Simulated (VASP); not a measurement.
PbS (rock salt), at 0.96 of the tabulated volume:

```xyz
2
Lattice="0.0000 2.9299 2.9299 2.9299 0.0000 2.9299 2.9299 2.9299 0.0000" Properties=species:S:1:pos:R:3 pbc="T T T"
Pb     0.0000     0.0000     0.0000
S      2.9299     2.9299     2.9299
```

The highest filled band near L, direction across the valley's axis, from mBJ (TB09) with spin-orbit coupling in VASP (PAW); its two spin partners are averaged. The gap over the points computed is 0.49 eV, and the next band on that side lies 2.23 eV away at the edge.

Run with 400 eV cut-off, 9×9×9 Γ-centred mesh, Gaussian smearing of 0.050 eV, potentials Pb_d S.

```csv
distance from the edge in k (1/Å),distance in energy (meV)
0.012,5.8
0.018,12.9
0.025,24.4
0.035,46.4
0.050,89.4
0.070,160.9
```

Task: Fit E(1 + αE) = ħ²k²/2m* (ħ²/2m0 = 3.810 eV Å²) and predict the row at 0.095 1/Å.

Result: Least squares on the energies gives the hole mass m* = 0.094 m0 and α = 1.42 per eV, and so 264.6 meV. The run gave 264.8 meV, +0.2 meV from the fit.

Left out are points under 3 meV from the edge, since the levels carry 0.1 meV, and points farther than half the way to the next band.

The compound is PbS in the rock salt structure. The cell was not relaxed at this level.
